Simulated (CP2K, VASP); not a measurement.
The input files of a VASP run:

File POSCAR:
```
BeSe
3.5618380
  0.0000000000   0.7071068364   0.7071068364
  0.7071068364   0.0000000000   0.7071068364
  0.7071068364   0.7071068364   0.0000000000
Be Se
1 1
Cart
  0.0000000000   0.0000000000   0.0000000000
  0.3535534182   0.3535534182   0.3535534182
```

File KPOINTS:
```
Automatic mesh
0
Gamma
9 9 9
0 0 0
```

### INCAR
```
# general
SYSTEM =BeSe
PREC   =Accurate
ENCUT  =300   # plane-wave cut-off (eV)
LREAL  =.FALSE.   # projection in real space or not
LASPH  =.TRUE.

# electronic loop
EDIFF  =1E-6
NELM   =100
ALGO   =Normal
LMAXMIX=4   # l cut-off of mixed one-centre charges

# smearing
ISMEAR =-1   # Fermi-Dirac
SIGMA  =0.05

# functional
GGA    =PE   # PBE

# ions
ISIF   =2   # forces and stress, cell fixed

# output
LWAVE  =.FALSE.
LCHARG =.FALSE.
```

POTCAR, in this order: Be Se (PBE.64 set). Program: vasp_std.

**Question.** Write an input for CP2K that does the same calculation.

**Answer.** One input that does it (PBE, GPW, DZVP-MOLOPT-SR-GTH basis, GTH-PBE potentials (GTH_POTENTIALS)):
```
&GLOBAL
  PROJECT run
  RUN_TYPE ENERGY_FORCE
  PRINT_LEVEL LOW
&END GLOBAL
&FORCE_EVAL
  METHOD Quickstep
  STRESS_TENSOR ANALYTICAL
  &DFT
    BASIS_SET_FILE_NAME BASIS_MOLOPT
    POTENTIAL_FILE_NAME GTH_POTENTIALS
    &QS
      METHOD GPW
      EPS_DEFAULT 1E-10
    &END QS
    &MGRID
      CUTOFF 600
      REL_CUTOFF 50
      NGRIDS 5
    &END MGRID
    &SCF
      SCF_GUESS ATOMIC
      EPS_SCF 1E-6
      MAX_SCF 100
      ADDED_MOS 4
      &DIAGONALIZATION
        ALGORITHM STANDARD
      &END DIAGONALIZATION
      &MIXING
        METHOD BROYDEN_MIXING
        ALPHA 0.3
        NBUFFER 10
      &END MIXING
      &SMEAR ON
        METHOD FERMI_DIRAC
        ELECTRONIC_TEMPERATURE [K] 580.23
      &END SMEAR
    &END SCF
    &KPOINTS
      SCHEME MONKHORST-PACK 9 9 9
    &END KPOINTS
    &XC
      &XC_FUNCTIONAL PBE
      &END XC_FUNCTIONAL
    &END XC
    &PRINT
      &MO
        EIGENVALUES T
        OCCUPATION_NUMBERS T
        NDIGITS 8
        FILENAME mo
        &EACH
          QS_SCF 0
        &END EACH
        ADD_LAST NUMERIC
      &END MO
      &MULLIKEN OFF
      &END MULLIKEN
    &END PRINT
  &END DFT
  &SUBSYS
    &CELL
      ABC 3.56183800 3.56183783 3.56183835
      ALPHA_BETA_GAMMA 60.00000376 60.00000325 59.99999845
      PERIODIC XYZ
    &END CELL
    &COORD
      SCALED
      Be       0.00000000     0.00000000     0.00000000
      Se       0.25000000     0.25000000     0.25000000
    &END COORD
    &KIND Be
      BASIS_SET DZVP-MOLOPT-SR-GTH-q4
      POTENTIAL GTH-PBE-q4
    &END KIND
    &KIND Se
      BASIS_SET DZVP-MOLOPT-SR-GTH-q6
      POTENTIAL GTH-PBE-q6
    &END KIND
  &END SUBSYS
  &PRINT
    &FORCES ON
    &END FORCES
    &STRESS_TENSOR ON
    &END STRESS_TENSOR
  &END PRINT
&END FORCE_EVAL
```
Both inputs were run and reached self-consistency, which says nothing on mesh or cut-off. Potentials, basis and cut-offs are each code's own, so they don't translate, and total energies aren't comparable.

The structure is a typed BeSe crystal (F-43m). The cell was not relaxed at this level, and it may have been scaled.
